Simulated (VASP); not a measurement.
All values below come from r2SCAN meta-GGA, VASP's PBE PAW potentials (set 64) (plane waves; VASP).

The input files of a VASP run:

File KPOINTS:
```
Automatic mesh
0
Gamma
9 9 9
0 0 0
```

File POSCAR:
```
AlN
1
    0.0000000000     2.1900000000     2.1900000000
    2.1900000000     0.0000000000     2.1900000000
    2.1900000000     2.1900000000     0.0000000000
Al N
1 1
Direct
  0.0000000000   0.0000000000   0.0000000000
  0.2500000000   0.2500000000   0.2500000000
```

**INCAR**
```
SYSTEM=AlN
PREC=Accurate; ENCUT=520; LREAL=.FALSE.
LASPH=.TRUE.
EDIFF=1E-6; NELM=100; ALGO=Normal
LMIXTAU=.TRUE.
ISMEAR=0; SIGMA=0.05
METAGGA=R2SCAN
IBRION=2; NSW=60; ISIF=3
EDIFFG=-0.01
LWAVE=.FALSE.; LCHARG=.FALSE.
```

POTCAR, in this order: Al N (PBE.64 set). Program: vasp_std.

**Question.** Predict the energy per atom (σ→0), volume per atom.

**Answer.** 
| Item | Value |
|---|---|
| energy per atom (σ→0) | -9590 meV/atom |
| volume per atom | 10.41 Å³/atom |

File OSZICAR:
```
...
DAV:   4    -0.191798646635E+02   -0.64546E-04   -0.25878E-05   616   0.711E-02    0.105E-02
DAV:   5    -0.191797929396E+02    0.71724E-04   -0.25828E-05   560   0.779E-02    0.572E-03
DAV:   6    -0.191798607737E+02   -0.67834E-04   -0.11541E-05   560   0.538E-02    0.415E-03
DAV:   7    -0.191798447242E+02    0.16049E-04   -0.32510E-06   584   0.222E-02    0.224E-03
DAV:   8    -0.191798510319E+02   -0.63078E-05   -0.32910E-07   280   0.816E-03    0.302E-04
DAV:   9    -0.191798498993E+02    0.11326E-05   -0.38365E-08   280   0.210E-03    0.129E-04
DAV:  10    -0.191798499499E+02   -0.50605E-07   -0.40725E-09   280   0.688E-04
   3 F= -.19179850E+02 E0= -.19179850E+02  d E =-.102405E-02
```

The compound is AlN in the zinc blende structure, a metastable form; wurtzite is the usual one. This run relaxes it. Symmetry was kept, so distortions that lower it aren't found.
